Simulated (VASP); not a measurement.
An input for Ansatz (written as the equivalent of a VASP run, and not itself run):

Ansatz 0.2 input:
```yaml
crystal:
  lattice:
    - [0.0000000, 2.2501834, 2.2501834]
    - [2.2501834, 0.0000000, 2.2501834]
    - [2.2501834, 2.2501834, 0.0000000]
  atoms:
    - { symbol: B, position: [0.0000000, 0.0000000, 0.0000000] }
    - { symbol: P, position: [0.2500000, 0.2500000, 0.2500000] }
kpoints:
  mp_grid: { grid: [8, 8, 8] }
hamiltonian:
  xc: hse06
  pseudopotentials: { kind: paw }
scf:
  occupations: { method: gaussian, width: 0.05 }
  max_iter: 60
output: { forces: true, stress: true, eigenvalues: true }
```

Question: Write the VASP files for the same calculation (HSE06).

Answer: One answer among several that fit: 
**POSCAR**
```
BP
1.0
  0.0000000000   2.2501834195   2.2501834195
  2.2501834195   0.0000000000   2.2501834195
  2.2501834195   2.2501834195   0.0000000000
B P
1 1
direct
  0.0000000000   0.0000000000   0.0000000000
  0.2500000000   0.2500000000   0.2500000000
```

### INCAR
```
SYSTEM = BP
PREC = Accurate
ENCUT = 520
EDIFF = 1E-6
NELM = 60
ALGO = Normal
LREAL = .FALSE.
LASPH = .TRUE.
ISMEAR = 0
SIGMA = 0.05
GGA = PE
HFSCREEN = 0.2
AEXX = 0.25
LHFCALC = .TRUE.
PRECFOCK = Fast
ISYM = 3
LWAVE = .FALSE.
LCHARG = .FALSE.
ISIF = 2
```

### KPOINTS
```
Automatic
0
gamma
  8 8 8
0 0 0
```

POTCAR, in this order: B P (PBE.64 set). Program: vasp_std. Read from the step before: WAVECAR.

What does not carry over: each code has its own PAW files, so the cut-off isn't converted (ENCUT is set for VASP's; basis.ecutwfc is left out, and Ansatz then takes the one that its files recommend); Ansatz stops its SCF on the density residual and VASP on the energy change (EDIFF); Ansatz's hse06 screens at 0.11 per bohr (0.208 per Å), slightly more than HFSCREEN = 0.2.

The compound is BP in the zinc blende structure. This cell is one point of a volume scan, at 0.97 of the reference volume.
